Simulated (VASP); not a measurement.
An input for Quantum ESPRESSO's pw.x (written as the equivalent of a VASP run, and not itself run):

```
&CONTROL
  calculation = 'vc-relax'
  pseudo_dir = './pseudo'
  outdir = './out'
  tprnfor = .true.
  tstress = .true.
  nstep = 30
  forc_conv_thr = 0.00039
/
&SYSTEM
  ibrav = 0
  nat = 6
  ntyp = 3
  ecutwfc = 96
  occupations = 'smearing'
  smearing = 'methfessel-paxton'
  degauss = 0.00735
  input_dft = 'vdw-df2-b86r'
  nspin = 2
  starting_magnetization(1) = 0.24
  starting_magnetization(2) = -0.24
/
&ELECTRONS
  conv_thr = 7.3e-09
  electron_maxstep = 100
/
&IONS
/
&CELL
  cell_dofree = 'shape'
/
ATOMIC_SPECIES
  Mn1 54.938 Mn.upf
  Mn2 54.938 Mn.upf
  O 15.999 O.upf
CELL_PARAMETERS angstrom
     4.3994003    0.0000000    0.0000000
     0.0000000    4.3994003    0.0000000
     0.0000000    0.0000000    2.8521067
ATOMIC_POSITIONS crystal
  Mn1  0.0000000  0.0000000  1.0000000
  Mn2  0.5000000  0.5000000  0.5000000
  O    0.3035189  0.3035189  0.0000000
  O    0.8035189  0.1964811  0.5000000
  O    0.1964811  0.8035189  0.5000000
  O    0.6964811  0.6964811  0.0000000
K_POINTS automatic
  7 7 11 0 0 0
```

Task: Translate this input to VASP (INCAR, KPOINTS, POSCAR, choice of POTCAR).

Result: This is not unique; one that fits is 
**KPOINTS**
```
Automatic mesh
0
Gamma
7 7 11
0 0 0
```

**POSCAR**
```
MnO2
1
    4.3994003251     0.0000000000     0.0000000000
    0.0000000000     4.3994003251     0.0000000000
    0.0000000000     0.0000000000     2.8521066724
Mn O
2 4
Direct
  0.0000000000   0.0000000000   1.0000000000
  0.5000000000   0.5000000000   0.5000000000
  0.3035189134   0.3035189134   0.0000000000
  0.8035189134   0.1964810866   0.5000000000
  0.1964810866   0.8035189134   0.5000000000
  0.6964810866   0.6964810866   0.0000000000
```

**INCAR**
```
! general
SYSTEM  =MnO2
PREC    =Accurate
ENCUT   =520   ! plane-wave cut-off (eV)
LREAL   =.FALSE.   ! projection in real space or not
LASPH   =.TRUE.   ! aspherical one-centre terms

! electronic loop
EDIFF   =1E-7   ! SCF stop (eV)
NELM    =100
ALGO    =Normal
LMAXMIX =4

! smearing
ISMEAR  =1   ! Methfessel-Paxton
SIGMA   =0.1

! functional
GGA     =MK
LUSE_VDW=.TRUE.
AGGAC   =0.0
PARAM1  =0.1234568
PARAM2  =0.7114
ZAB_VDW =-1.8867

! spin
ISPIN   =2   ! spin-polarised
MAGMOM  =2.4 -2.4 -0.0 2*0.0 -0.0

! ions
IBRION  =2   ! conjugate gradients
NSW     =30   ! most ionic steps
ISIF    =4
EDIFFG  =-0.01   ! ionic stop

! output
LWAVE   =.FALSE.
LCHARG  =.FALSE.
LORBIT  =10
```

POTCAR, in this order: Mn_pv O (PBE.64 set). Program: vasp_std.

What does not carry over: the potentials are each code's own (VASP's PAW set, PseudoDojo norm-conserving files in pw.x), so ENCUT and ecutwfc are chosen apart and not converted; conv_thr bounds pw.x's estimated SCF error, while EDIFF bounds the energy change between steps; starting_magnetization is a fraction of the valence charge and MAGMOM a moment in μB, so they match only roughly; forc_conv_thr acts on force components and is met together with etot_conv_thr.

The compound is MnO2 in the rutile structure. This run relaxes it. Symmetry was kept, so distortions that lower it aren't found.
